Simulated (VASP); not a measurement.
OSZICAR of a VASP run on RuAl (CsCl type):

### OSZICAR
```
       N       E                     dE             d eps       ncg     rms          rms(c)
DAV:   1     0.113013177736E+03    0.11301E+03   -0.93328E+03  2920   0.133E+03
DAV:   2    -0.125316906208E+02   -0.12554E+03   -0.12114E+03  3112   0.349E+02
DAV:   3    -0.148953738010E+02   -0.23637E+01   -0.22952E+01  3440   0.481E+01
DAV:   4    -0.149192000325E+02   -0.23826E-01   -0.23751E-01  3292   0.496E+00
DAV:   5    -0.149198039886E+02   -0.60396E-03   -0.60383E-03  3636   0.677E-01    0.127E+01
DAV:   6    -0.143240130284E+02    0.59579E+00   -0.35962E+00  3052   0.219E+01    0.247E+00
DAV:   7    -0.142558360912E+02    0.68177E-01   -0.27357E-01  3048   0.629E+00    0.219E+00
DAV:   8    -0.142399002202E+02    0.15936E-01   -0.17388E-02  3144   0.136E+00    0.206E-01
DAV:   9    -0.142397625105E+02    0.13771E-03   -0.29656E-04  3360   0.163E-01    0.137E-01
DAV:  10    -0.142397608485E+02    0.16620E-05   -0.28715E-05  3612   0.721E-02    0.124E-02
DAV:  11    -0.142397580731E+02    0.27755E-05   -0.22712E-06  3388   0.199E-02    0.609E-03
DAV:  12    -0.142397577617E+02    0.31133E-06   -0.60264E-08  1804   0.269E-03    0.185E-04
DAV:  13    -0.142397578096E+02   -0.47922E-07   -0.93698E-09  1596   0.106E-03
   1 F= -.15076227E+02 E0= -.15076227E+02  d E =0.000000E+00
```

Task: Which electronic solver shows in the log?

Result: It is blocked Davidson (ALGO = Normal, or the opening steps of other solvers). The INCAR had ALGO = Normal.

Task: Can the final energy be trusted as converged?

Result: The calculation finished and met its thresholds. It stopped with EDIFF = 1E-7, NELM = 100 (PBE GGA with D3 dispersion (zero damping), plane waves, VASP's PBE PAW potentials (set 64)).

The compound is RuAl in the CsCl type structure. It was relaxed first. The electron count is odd and the run is not spin-polarised, which forces a metal.
